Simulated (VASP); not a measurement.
Computed with PBEsol GGA, VASP's PBE PAW potentials (set 64) (plane waves; VASP).

The input files of a VASP run:

**POSCAR**
```
Bi
1
    3.4653960518    -0.0000000000     0.0000000000
   -1.7326980259     3.0011210354     0.0000000000
    0.0000000000     0.0000000000     5.7582248242
Bi
2
Direct
  0.3333330000   0.6666670000   0.2500000000
  0.6666670000   0.3333330000   0.7500000000
```

KPOINTS:
```
Automatic mesh
0
Gamma
  11 11 6
```

### INCAR
```
# general
SYSTEM =Bi
PREC   =Accurate
ENCUT  =400
LREAL  =.False.
LASPH  =.True.

# electronic loop
EDIFF  =1E-6
NELM   =100
ALGO   =Normal
LMAXMIX=4

# smearing
ISMEAR =1
SIGMA  =0.1

# functional
GGA    =PS

# ions
IBRION =2
NSW    =60
ISIF   =3
EDIFFG =-0.01

# output
LWAVE  =.False.
LCHARG =.False.
```

POTCAR, in this order: Bi_d (PBE.64 set). Program: vasp_std.

Output of the run:

File OSZICAR:
```
       N       E                     dE             d eps       ncg     rms          rms(c)
DAV:   1     0.270819014930E+03    0.27082E+03   -0.14698E+04  2440   0.169E+03
DAV:   2     0.126444213648E+02   -0.25817E+03   -0.25422E+03  2471   0.427E+02
DAV:   3    -0.775799411256E+01   -0.20402E+02   -0.19960E+02  2875   0.143E+02
DAV:   4    -0.841823014084E+01   -0.66024E+00   -0.65852E+00  2775   0.279E+01
DAV:   5    -0.844777346474E+01   -0.29543E-01   -0.29542E-01  3271   0.517E+00    0.658E-01
DAV:   6    -0.843341446396E+01    0.14359E-01   -0.32864E-02  2840   0.225E+00    0.366E-01
DAV:   7    -0.842953908455E+01    0.38754E-02   -0.14340E-02  3031   0.147E+00    0.122E-01
DAV:   8    -0.842940099740E+01    0.13809E-03   -0.64859E-04  2675   0.374E-01    0.975E-03
DAV:   9    -0.842940550577E+01   -0.45084E-05   -0.21587E-05  3665   0.430E-02    0.497E-03
DAV:  10    -0.842940463064E+01    0.87514E-06   -0.53365E-07  1453   0.879E-03
   1 F= -.84294046E+01 E0= -.84294019E+01  d E =-.842940E+01
       N       E                     dE             d eps       ncg     rms          rms(c)
DAV:   1    -0.843097460852E+01   -0.15691E-02   -0.44207E-02  2690   0.342E+00    0.206E-01
DAV:   2    -0.842965092059E+01    0.13237E-02   -0.24477E-03  2669   0.813E-01    0.843E-02
DAV:   3    -0.842940918010E+01    0.24174E-03   -0.11054E-03  3101   0.508E-01    0.915E-03
DAV:   4    -0.842941281287E+01   -0.36328E-05   -0.21847E-05  2616   0.490E-02    0.448E-03
DAV:   5    -0.842941673716E+01   -0.39243E-05   -0.70283E-06  2171   0.253E-02    0.284E-03
DAV:   6    -0.842941699512E+01   -0.25796E-06   -0.41905E-07  1273   0.104E-02
   2 F= -.84294170E+01 E0= -.84294423E+01  d E =-.123645E-04
       N       E                     dE             d eps       ncg     rms          rms(c)
DAV:   1    -0.842962677123E+01   -0.21003E-03   -0.57705E-03  2675   0.124E+00    0.742E-02
DAV:   2    -0.842945645466E+01    0.17032E-03   -0.31695E-04  2654   0.293E-01    0.304E-02
DAV:   3    -0.842942505647E+01    0.31398E-04   -0.14429E-04  3101   0.183E-01    0.333E-03
DAV:   4    -0.842942462211E+01    0.43436E-06   -0.27202E-06  1963   0.178E-02
   3 F= -.84294246E+01 E0= -.84294402E+01  d E =-.199915E-04
       N       E                     dE             d eps       ncg     rms          rms(c)
DAV:   1    -0.842956890945E+01   -0.14385E-03   -0.42754E-03  2678   0.107E+00    0.633E-02
DAV:   2    -0.842944358019E+01    0.12533E-03   -0.23411E-04  2657   0.252E-01    0.258E-02
DAV:   3    -0.842942063683E+01    0.22943E-04   -0.10636E-04  3119   0.157E-01    0.294E-03
DAV:   4    -0.842942025042E+01    0.38641E-06   -0.18762E-06  1540   0.151E-02
   4 F= -.84294203E+01 E0= -.84294270E+01  d E =-.156198E-04
```

**OUTCAR**
```
------------------------ aborting loop because EDIFF is reached ----------------------------------------
  FORCE on cell =-STRESS in cart. coord.  units (eV):
  Direction    XX          YY          ZZ          XY          YZ          ZX
  --------------------------------------------------------------------------------------
  Total        0.0093533      0.0093533      0.0085172      0.0000000      0.0000000      0.0000000
  in kB        0.2504060      0.2504060      0.2280205      0.0000000      0.0000000      0.0000000
  external PRESSURE =       0.2429442 kB  Pullay stress =       0.0000000 kB
  volume of cell :       59.85
      direct lattice vectors                 reciprocal lattice vectors
     3.464596758 -0.000000000  0.000000000     0.288633879  0.166642846  0.000000000
    -1.732298379  3.000428827  0.000000000     0.000000000  0.333285693  0.000000000
     0.000000000  0.000000000  5.756993444    -0.000000000 -0.000000000  0.173701778
 POSITION                                       TOTAL-FORCE (eV/Angst)
 -----------------------------------------------------------------------------------
     -0.00000      2.00029      1.43925        -0.000000     -0.000000      0.000000
      1.73230      1.00014      4.31775         0.000000      0.000000      0.000000
 -----------------------------------------------------------------------------------
    total drift:                               -0.001400      0.000809     -0.000365
  FREE ENERGIE OF THE ION-ELECTRON SYSTEM (eV)
  ---------------------------------------------------
  free  energy   TOTEN  =        -8.4294202504 eV

  energy  without entropy=       -8.4294406095  energy(sigma->0) =       -8.42942704

 reached required accuracy - stopping structural energy minimisation
```
(Selected blocks of OUTCAR.)

CONTCAR:
```
Bi
   1.00000000000000
     3.4645967583255306   -0.0000000000000000    0.0000000000000000
    -1.7322983791627653    3.0004288269319375    0.0000000000000000
     0.0000000000000000    0.0000000000000000    5.7569934441151869
  Bi
     2
Direct
     0.3333330000000032    0.6666669999999968    0.2500000000000000
     0.6666669999999968    0.3333330000000032    0.7500000000000000
```

The structure was generated: Bi was put into the hcp type (P6_3/mmc), which need not be its known phase. This run relaxes it. Symmetry was kept, so distortions that lower it aren't found. The start is the result of an earlier pass.
